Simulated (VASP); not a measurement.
Level of theory: LDA (Ceperley-Alder, Perdew-Zunger), VASP's LDA PAW potentials (set 64) (plane waves; VASP).

VASP ran on this input.

**POSCAR**
```
CdSe
1.0
  2.1294714543  -3.6883525227   0.0000000000
  2.1294714543   3.6883525227   0.0000000000
  0.0000000000   0.0000000000   6.9328521541
Cd Se
2 2
Cartesian
  2.1294714543  -1.2294532998   3.4670046076
  2.1294714543   1.2294532998   0.0005785306
  2.1294714543  -1.2294532998   6.0725999564
  2.1294714543   1.2294532998   2.6061738794
```

### INCAR
```
SYSTEM = CdSe
PREC = Accurate
ENCUT = 400
EDIFF = 1E-6
NELM = 100
ALGO = Normal
LREAL = .FALSE.
LASPH = .TRUE.
ISMEAR = 0
SIGMA = 0.05
LMAXMIX = 4
LWAVE = .FALSE.
LCHARG = .FALSE.
IBRION = 2
ISIF = 3
NSW = 60
EDIFFG = -0.02
```

**KPOINTS**
```
kpoints
0
gamma
6 6 3
```

POTCAR, in this order: Cd Se (LDA.64 set). Program: vasp_std.

Problem. What will the output report for the number of irreducible k-points (NKPTS), number of bands (NBANDS), largest plane-wave count, number of space-group operations, FFT grid (NGX, NGY, NGZ)?

Solution. 
The number of irreducible k-points (NKPTS) is 14 and the number of bands (NBANDS) is 22. The largest plane-wave count comes out as 1985, the number of space-group operations comes out as 12 and the FFT grid (NGX, NGY, NGZ) comes out as 28 × 28 × 48.

The compound is CdSe in the wurtzite structure. This run relaxes it. Symmetry was kept, so distortions that lower it aren't found. The start is the result of an earlier pass.
